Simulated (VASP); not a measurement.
Energy against volume of SrTe (rock salt). Calculation: AM05 GGA, VASP's PBE PAW potentials (set 64) (plane waves; VASP). Settings: 520 eV cut-off, 7×7×7 Γ-centred mesh, Gaussian smearing of 0.050 eV, potentials Sr_sv Te.

```json
[
 {"V (Å³/atom)": "34.517", "E (eV/atom)": "-4.14537"},
 {"V (Å³/atom)": "35.618", "E (eV/atom)": "-4.15728"},
 {"V (Å³/atom)": "36.720", "E (eV/atom)": "-4.16107"},
 {"V (Å³/atom)": "37.822", "E (eV/atom)": "-4.15793"}
]
```

Fit these four points and predict the energy of the run at 38.923 Å³/atom.

A cubic in V^(−2/3), the third-order Birch-Murnaghan form, passes through the four points with V0 = 36.74 Å³/atom and B0 = 33 GPa, and gives -4.1489 eV/atom there. The run gave -4.1489 eV/atom, +0.0 meV/atom from the fit; all five points give B0 = 33 GPa.

The compound is SrTe in the rock salt structure. It was relaxed first.
